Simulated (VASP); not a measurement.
VASP ran on this input.

File KPOINTS:
```
Automatic mesh
0
Gamma
7 7 7
0 0 0
```

File POSCAR:
```
Li2S
1
    0.0000000000     2.8130515089     2.8130515089
    2.8130515089     0.0000000000     2.8130515089
    2.8130515089     2.8130515089     0.0000000000
Li S
2 1
Direct
  0.2500000000   0.2500000000   0.2500000000
  0.7500000000   0.7500000000   0.7500000000
  0.0000000000   0.0000000000   0.0000000000
```

**INCAR**
```
SYSTEM = Li2S
PREC = Accurate
ENCUT = 520
EDIFF = 1E-7
NELM = 100
ALGO = Normal
LREAL = .FALSE.
LASPH = .TRUE.
ISMEAR = 0
SIGMA = 0.05
GGA = PE
IVDW = 12
LWAVE = .FALSE.
LCHARG = .FALSE.
ISIF = 2
```

POTCAR, in this order: Li_sv S (PBE.64 set). Program: vasp_std.

Task: Write an equivalent input for Quantum ESPRESSO's pw.x.

Result: One equivalent input (not run):
```
&CONTROL
  calculation = 'scf'
  pseudo_dir = './pseudo'
  outdir = './out'
  tprnfor = .true.
  tstress = .true.
/
&SYSTEM
  ibrav = 0
  nat = 3
  ntyp = 2
  ecutwfc = 74
  occupations = 'smearing'
  smearing = 'gaussian'
  degauss = 0.003675
  input_dft = 'pbe'
  vdw_corr = 'grimme-d3'
  dftd3_version = 4
  dftd3_threebody = .false.
/
&ELECTRONS
  conv_thr = 7.3e-09
  electron_maxstep = 100
/
ATOMIC_SPECIES
  Li 6.940 Li.upf
  S 32.060 S.upf
CELL_PARAMETERS angstrom
     0.0000000    2.8130515    2.8130515
     2.8130515    0.0000000    2.8130515
     2.8130515    2.8130515    0.0000000
ATOMIC_POSITIONS crystal
  Li   0.2500000  0.2500000  0.2500000
  Li   0.7500000  0.7500000  0.7500000
  S    0.0000000  0.0000000  0.0000000
K_POINTS automatic
  7 7 7 0 0 0
```
What does not carry over: the potentials are each code's own (VASP's PAW set, PseudoDojo norm-conserving files in pw.x), so ENCUT and ecutwfc are chosen apart and not converted; conv_thr bounds pw.x's estimated SCF error, while EDIFF bounds the energy change between steps.

The compound is Li2S in the antifluorite structure. This cell is one point of a volume scan, at 1.03 of the reference volume.
